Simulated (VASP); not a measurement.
Consider the following.

```xyz
72
Lattice="4.8683 -8.4322 0.0000 4.8683 8.4322 0.0000 0.0000 0.0000 10.5563" Properties=species:S:1:pos:R:3 pbc="T T T"
Ga     1.6283    -0.9395     2.6365
Ga     1.6201     0.9384     0.0058
Ga     1.6163    -0.9301     7.9273
Ga     1.6101     0.9450     5.2762
Ga     3.2504     1.8691     2.6377
Ga     3.2453     3.7472     0.0050
Ga     3.2364     1.8764     7.9286
Ga     3.2449     3.7497     5.2846
Ga     4.8692     4.6835     2.6371
Ga     4.8677     6.5592     0.0045
Ga     4.8671     4.6851     7.9242
Ga     4.8633     6.5551     5.2855
Ga     3.2477    -3.7405     2.6333
Ga     3.2435    -1.8744    10.5462
Ga     3.2484    -3.7538     7.9252
Ga     3.2208    -1.8498     5.3097
Ga     4.8766    -0.9436     2.6374
Ga     4.8657     0.9364    10.5461
Ga     4.8773    -0.9427     7.9103
Ga     4.8260     0.9373     5.3070
Ga     6.4821     1.8651     2.6331
Ga     6.4909     3.7465     0.0031
Ga     6.4944     1.8726     7.9246
Ga     6.4777     3.7506     5.2902
Ga     4.8649    -6.5570     2.6414
Ga     4.8688    -4.6849     0.0055
Ga     4.8654    -6.5561     7.9199
Ga     4.8724    -4.6773     5.2785
Ga     6.4966    -3.7418     2.6389
Ga     6.4954    -1.8766    10.5453
Ga     6.4952    -3.7504     7.9252
Ga     6.4843    -1.8776     5.2893
Ga     8.1087    -0.9433     2.6368
Ga     8.1139     0.9367     0.0038
Ga     8.1182    -0.9367     7.9235
Ga     8.1059     0.9284     5.2783
N      1.6054    -0.9310     4.6272
N      1.6207     0.9369     1.9947
N      1.6172    -0.9327     9.9085
N      1.6183     0.9391     7.2652
N      3.2295     1.8876     4.6272
N      3.2489     3.7446     1.9912
N      3.2383     1.8755     9.9100
N      3.2494     3.7462     7.2705
N      4.8716     4.6829     4.6283
N      4.8711     6.5571     1.9913
N      4.8687     4.6843     9.9099
N      4.8708     6.5564     7.2699
N      3.2422    -3.7417     4.6278
N      3.2367    -1.8800     1.9627
N      3.2448    -3.7546     9.9070
N      3.2313    -1.8786     7.2913
N      4.8670     0.9435     1.9630
N      4.8692    -0.9390     9.8973
N      4.8627     0.9491     7.2913
N      6.4811     1.8702     4.6278
N      6.4934     3.7446     1.9929
N      6.4941     1.8754     9.9072
N      6.4900     3.7468     7.2698
N      4.8539    -6.5527     4.6295
N      4.8699    -4.6825     1.9946
N      4.8661    -6.5570     9.9082
N      4.8689    -4.6825     7.2664
N      6.5045    -3.7648     4.6281
N      6.5056    -1.8829     1.9583
N      6.4911    -3.7555     9.9080
N      6.5081    -1.8834     7.2910
N      8.1307    -0.9411     4.6270
N      8.1121     0.9350     1.9928
N      8.1203    -0.9329     9.9064
N      8.1122     0.9373     7.2661
C      4.8869    -0.9468     4.6150
```

Calculation: HSE06 screened hybrid, VASP's PBE PAW potentials (set 64) (plane waves; VASP 6.6.1). Run with PREC = Normal, LREAL = Auto, ISYM = 0, EDIFF = 1E-5, 400 eV cut-off, 1×1×1 Γ-centred mesh, Gaussian smearing of 0.050 eV, potentials Ga N C. Starting moments (MAGMOM): 72*0.0139. The cell's moment is fixed (NUPDOWN = 1).

The supercell is sampled at Γ alone, which is coarse: total energies, pressure and levels can be off, energies of defects by several tenths of an eV.

Q: What does the run give for the cell moment, energy per atom (σ→0)?

A: 
| Item | Value |
|---|---|
| cell moment | 1.00 μB |
| energy per atom (σ→0) | -7284 meV/atom |

Q: Give the moment on each site (PAW-sphere projection).

A: 
```tsv
site	moment (μB)
Ga1	0.00
Ga2	0.00
Ga3	0.00
Ga4	0.00
Ga5	0.00
Ga6	0.00
Ga7	0.00
Ga8	0.00
Ga9	0.00
Ga10	0.00
Ga11	0.00
Ga12	0.00
Ga13	0.00
Ga14	0.00
Ga15	0.00
Ga16	0.09
Ga17	-0.01
Ga18	0.00
Ga19	0.00
Ga20	0.07
Ga21	0.00
Ga22	0.00
Ga23	0.00
Ga24	0.01
Ga25	0.00
Ga26	0.00
Ga27	0.00
Ga28	0.00
Ga29	0.00
Ga30	0.00
Ga31	0.00
Ga32	-0.01
Ga33	0.00
Ga34	0.00
Ga35	0.00
Ga36	0.00
N37	0.03
N38	0.00
N39	0.00
N40	0.00
N41	0.02
N42	0.00
N43	0.00
N44	0.00
N45	0.00
N46	0.00
N47	0.00
N48	0.00
N49	0.11
N50	0.01
N51	0.00
N52	0.01
N53	0.01
N54	0.00
N55	0.01
N56	0.11
N57	0.01
N58	0.00
N59	0.00
N60	0.01
N61	0.00
N62	0.00
N63	0.00
N64	0.02
N65	0.00
N66	0.00
N67	0.00
N68	0.03
N69	0.00
N70	0.00
N71	0.00
C72	0.26
```

The absolute energy has meaning only against runs of the same code, potentials and settings.

The cell is a supercell with a defect, built from GaN (wurtzite): C_N. The cell's shape comes from a PBE relaxation.
